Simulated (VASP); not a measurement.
```yaml
crystal:
  lattice:
    - [0.00000, 1.79069, 1.79069]
    - [1.79069, 0.00000, 1.79069]
    - [1.79069, 1.79069, 0.00000]
  atoms:
    - { symbol: Cu, position: [0.00000, 0.00000, 0.00000] }
```

These are vdW-DF-cx, VASP's PBE PAW potentials (set 64) (plane waves; VASP) values and carry that method's errors. Settings: 520 eV cut-off, 19×19×19 Γ-centred mesh, tetrahedra with Blöchl corrections, potentials Cu.

Question: Predict the energy per atom (σ→0), band gap (on the k-mesh) with the smallest direct gap where there is one.

Answer: 
```
Property                                                    Result
------------------------  ----------------------------------------
band gap (on the k-mesh)  none (metal, semimetal or under 0.01 eV)
energy per atom (σ→0)                               -1.038 eV/atom
```

Only differences to runs with the same potentials and settings are physical.

The compound is Cu in the fcc structure. It was relaxed first.
